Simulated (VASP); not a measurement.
The input files of a VASP run:

### INCAR
```
SYSTEM = MgI2
PREC = Accurate; ENCUT = 480; LREAL = .FALSE.
LASPH = .TRUE.
EDIFF = 1E-7; NELM = 100; ALGO = Normal
LMAXMIX = 4
ISMEAR = 0; SIGMA = 0.05
GGA = PE
IBRION = 2; NSW = 40; ISIF = 3
EDIFFG = -0.01; PSTRESS = 20
LWAVE = .FALSE.; LCHARG = .FALSE.
```

KPOINTS:
```
Automatic mesh
0
Gamma
6 6 4
0 0 0
```

**POSCAR**
```
MgI2
1.0
  2.1041397813  -3.6444765646   0.0000000000
  2.1041397813   3.6444765646   0.0000000000
  0.0000000000   0.0000000000   7.5570257843
Mg I
1 2
Cartesian
  0.0000000000   0.0000000000   0.0000000000
  2.1041397813   1.2148279512   1.6698044512
  2.1041397813  -1.2148279512   5.8872213331
```

POTCAR, in this order: Mg I (PBE.64 set). Program: vasp_std.

Question: Write an equivalent input for Quantum ESPRESSO's pw.x.

Answer: One equivalent input (not run):
```
&CONTROL
  calculation = 'vc-relax'
  pseudo_dir = './pseudo'
  outdir = './out'
  tprnfor = .true.
  tstress = .true.
  nstep = 40
  forc_conv_thr = 0.00039
/
&SYSTEM
  ibrav = 0
  nat = 3
  ntyp = 2
  ecutwfc = 84
  occupations = 'smearing'
  smearing = 'gaussian'
  degauss = 0.003675
  input_dft = 'pbe'
/
&ELECTRONS
  conv_thr = 7.3e-09
  electron_maxstep = 100
/
&IONS
/
&CELL
  press = 20
/
ATOMIC_SPECIES
  Mg 24.305 Mg.upf
  I 126.904 I.upf
CELL_PARAMETERS angstrom
     2.1041398   -3.6444766   -0.0000000
     2.1041398    3.6444766    0.0000000
     0.0000000    0.0000000    7.5570258
ATOMIC_POSITIONS crystal
  Mg   0.0000000  0.0000000  0.0000000
  I    0.3333330  0.6666670  0.2209605
  I    0.6666670  0.3333330  0.7790395
K_POINTS automatic
  6 6 4 0 0 0
```
The two are equivalent in intent, not identical: the potentials are each code's own (VASP's PAW set, PseudoDojo norm-conserving files in pw.x), so ENCUT and ecutwfc are chosen apart and not converted; conv_thr bounds pw.x's estimated SCF error, while EDIFF bounds the energy change between steps; forc_conv_thr acts on force components and is met together with etot_conv_thr.

The compound is MgI2 in the 1T layered structure. This run relaxes it under an external pressure of 2 GPa. Symmetry was kept, so distortions that lower it aren't found.
